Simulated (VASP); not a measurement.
Level of theory: PBE GGA, VASP's PBE PAW potentials (set 64) (plane waves; VASP).

Input for VASP

File POSCAR:
```
CoSi2
1
   -0.0000000000     2.6347853188     2.6347853188
    2.6347853188    -0.0000000000     2.6347853188
    2.6347853188     2.6347853188    -0.0000000000
Co Si
1 2
Direct
  1.0000000000   0.0000000000   1.0000000000
  0.2500000000   0.2500000000   0.2500000000
  0.7500000000   0.7500000000   0.7500000000
```

KPOINTS:
```
Automatic mesh
0
Gamma
 10 10 10
```

INCAR:
```
SYSTEM = CoSi2
PREC = Accurate
ENCUT = 480
EDIFF = 1E-7
NELM = 100
ALGO = Normal
LREAL = .FALSE.
LASPH = .TRUE.
ISMEAR = 1
SIGMA = 0.1
GGA = PE
LMAXMIX = 4
LWAVE = .FALSE.
LCHARG = .FALSE.
ISIF = 3
IBRION = 2
NSW = 40
EDIFFG = -0.01
PSTRESS = 100
```

POTCAR, in this order: Co Si (PBE.64 set). Program: vasp_std.

What VASP printed:

### OUTCAR
```
 ion  position               nearest neighbor table
   1  0.000  0.000  0.000-   3 2.28   3 2.28   3 2.28   2 2.28   2 2.28   2 2.28   3 2.28   2 2.28
  LATTYP: Found a face centered cubic cell.
 ALAT       =     5.2695706376
 Subroutine PRICEL returns:
 Original cell was already a primitive cell.
 Subroutine GETGRP returns: Found 48 space group operations
The static configuration has the point symmetry O_h .
The dynamic configuration has the point symmetry O_h .
 Subroutine INISYM returns: Found 48 space group operations
 Subroutine IBZKPT returns following result:
 Found     47 irreducible k-points:

 Following reciprocal coordinates:
            Coordinates               Weight
  0.000000  0.000000  0.000000      1.000000
  0.100000  0.000000  0.000000      8.000000
  0.200000  0.000000  0.000000      8.000000
  0.300000  0.000000  0.000000      8.000000
  0.400000  0.000000  0.000000      8.000000
  0.500000  0.000000  0.000000      4.000000
  0.100000  0.100000  0.000000      6.000000
  0.200000  0.100000  0.000000     24.000000
  0.300000  0.100000  0.000000     24.000000
  0.400000  0.100000  0.000000     24.000000
  0.500000  0.100000  0.000000     24.000000
 -0.400000  0.100000  0.000000     24.000000
 -0.300000  0.100000  0.000000     24.000000
 -0.200000  0.100000  0.000000     24.000000
 -0.100000  0.100000  0.000000     12.000000
  0.200000  0.200000  0.000000      6.000000
  0.300000  0.200000  0.000000     24.000000
  0.400000  0.200000  0.000000     24.000000
  0.500000  0.200000  0.000000     24.000000
 -0.400000  0.200000  0.000000     24.000000
 -0.300000  0.200000  0.000000     24.000000
 -0.200000  0.200000  0.000000     12.000000
  0.300000  0.300000  0.000000      6.000000
  0.400000  0.300000  0.000000     24.000000
  0.500000  0.300000  0.000000     24.000000
 -0.400000  0.300000  0.000000     24.000000
 -0.300000  0.300000  0.000000     12.000000
  0.400000  0.400000  0.000000      6.000000
  0.500000  0.400000  0.000000     24.000000
 -0.400000  0.400000  0.000000     12.000000
  0.500000  0.500000  0.000000      3.000000
  0.300000  0.200000  0.100000     24.000000
  0.400000  0.200000  0.100000     48.000000
  0.500000  0.200000  0.100000     48.000000
 -0.400000  0.200000  0.100000     24.000000
  0.400000  0.300000  0.100000     24.000000
  0.500000  0.300000  0.100000     48.000000
 -0.400000  0.300000  0.100000     48.000000
 -0.300000  0.300000  0.100000     48.000000
 -0.200000  0.300000  0.100000     24.000000
   k-points           NKPTS =     47   k-points in BZ     NKDIM =     47   number of bands    NBANDS=     12
   number of dos      NEDOS =    301   number of ions     NIONS =      3
   total plane-waves  NPLWV =  21952
   dimension x,y,z NGX =    28 NGY =   28 NGZ =   28
   dimension x,y,z NGXF=    56 NGYF=   56 NGZF=   56
   ions per type =               1   2
   PREC   = accura    normal or accurate (medium, high low for compatibility)
   ISTART =      0    job   : 0-new  1-cont  2-samecut
   ICHARG =      2    charge: 1-file 2-atom 10-const
   ISPIN  =      1    spin polarized calculation?
   LNONCOLLINEAR =      F non collinear calculations
   LSORBIT =      F    spin-orbit coupling
   INIWAV =      1    electr: 0-lowe 1-rand  2-diag
   ENCUT  =  480.0 eV  35.28 Ry    5.94 a.u.   6.66  6.66  6.66*2*pi/ulx,y,z
   NELM   =    100;   NELMIN=  2; NELMDL= -5     # of ELM steps
   EDIFF  = 0.1E-06   stopping-criterion for ELM
   LREAL  =      F    real-space projection
   NLSPLINE    = F    spline interpolate recip. space projectors
   LMAXMIX     =    4 max onsite mixed and CHGCAR
   VOSKOWN=      0    Vosko Wilk Nusair interpolation
...
```

### OSZICAR
```
       N       E                     dE             d eps       ncg     rms          rms(c)
DAV:   1     0.692605747307E+02    0.69261E+02   -0.67741E+03  1128   0.127E+03
DAV:   2    -0.164668100343E+02   -0.85727E+02   -0.80041E+02  1140   0.252E+02
DAV:   3    -0.205495682971E+02   -0.40828E+01   -0.39025E+01  1476   0.634E+01
DAV:   4    -0.206410782884E+02   -0.91510E-01   -0.91356E-01  1380   0.907E+00
DAV:   5    -0.206437431312E+02   -0.26648E-02   -0.26644E-02  1484   0.162E+00    0.150E+01
DAV:   6    -0.236657668952E+02   -0.30220E+01   -0.37922E+01  1376   0.133E+02    0.164E+01
DAV:   7    -0.192672271804E+02    0.43985E+01   -0.16047E+01  1488   0.105E+02    0.386E+00
DAV:   8    -0.192698332731E+02   -0.26061E-02   -0.85855E-01  1260   0.743E+00    0.178E+00
DAV:   9    -0.192396805819E+02    0.30153E-01   -0.10284E-01  1416   0.693E+00    0.434E-01
DAV:  10    -0.192399217664E+02   -0.24118E-03   -0.72284E-03  1588   0.127E+00    0.123E-01
DAV:  11    -0.192397125937E+02    0.20917E-03   -0.88126E-04  1512   0.641E-01    0.390E-02
DAV:  12    -0.192397338416E+02   -0.21248E-04   -0.63081E-05  1256   0.731E-02    0.208E-02
DAV:  13    -0.192397338715E+02   -0.29860E-07   -0.41075E-06  1700   0.293E-02    0.533E-03
DAV:  14    -0.192397340558E+02   -0.18432E-06   -0.42805E-07  1276   0.681E-03    0.290E-03
DAV:  15    -0.192397342949E+02   -0.23915E-06   -0.89497E-08   768   0.636E-03    0.924E-04
DAV:  16    -0.192397343344E+02   -0.39481E-07   -0.56131E-08   668   0.185E-03
   1 F= -.16956476E+02 E0= -.16956774E+02  d E =-.169565E+02
```

### OUTCAR
```
------------------------ aborting loop because EDIFF is reached ----------------------------------------
  FORCE on cell =-STRESS in cart. coord.  units (eV):
  Direction    XX          YY          ZZ          XY          YZ          ZX
  --------------------------------------------------------------------------------------
  Total        2.2930928      2.2930928      2.2930928      0.0000000      0.0000000      0.0000000
  in kB      100.4307075    100.4307075    100.4307075      0.0000000      0.0000000      0.0000000
  external PRESSURE =       0.4307075 kB  Pullay stress =     100.0000000 kB
  volume of cell :       36.58
      direct lattice vectors                 reciprocal lattice vectors
     0.000000000  2.634785319  2.634785319    -0.189768782  0.189768782  0.189768782
     2.634785319  0.000000000  2.634785319     0.189768782 -0.189768782  0.189768782
     2.634785319  2.634785319  0.000000000     0.189768782  0.189768782 -0.189768782
 POSITION                                       TOTAL-FORCE (eV/Angst)
 -----------------------------------------------------------------------------------
      0.00000      0.00000      0.00000         0.000000      0.000000      0.000000
      1.31739      1.31739      1.31739        -0.000000     -0.000000     -0.000000
      3.95218      3.95218      3.95218         0.000000     -0.000000     -0.000000
 -----------------------------------------------------------------------------------
    total drift:                               -0.000000     -0.000000      0.000000
  FREE ENERGIE OF THE ION-ELECTRON SYSTEM (eV)
  ---------------------------------------------------
  free  energy   TOTEN  =       -19.2397343344 eV

  energy  without entropy=      -19.2406286262  energy(sigma->0) =      -19.24003243
  enthalpy is  TOTEN    =       -16.9564756517 eV   P V=        2.2832586827

 reached required accuracy - stopping structural energy minimisation
```
(Selected blocks of OUTCAR.)

The compound is CoSi2 in the fluorite structure. It was relaxed first under an external pressure of 10 GPa. The run is not spin-polarised, so no magnetic state was tried. The electron count is odd and the run is not spin-polarised, which forces a metal.
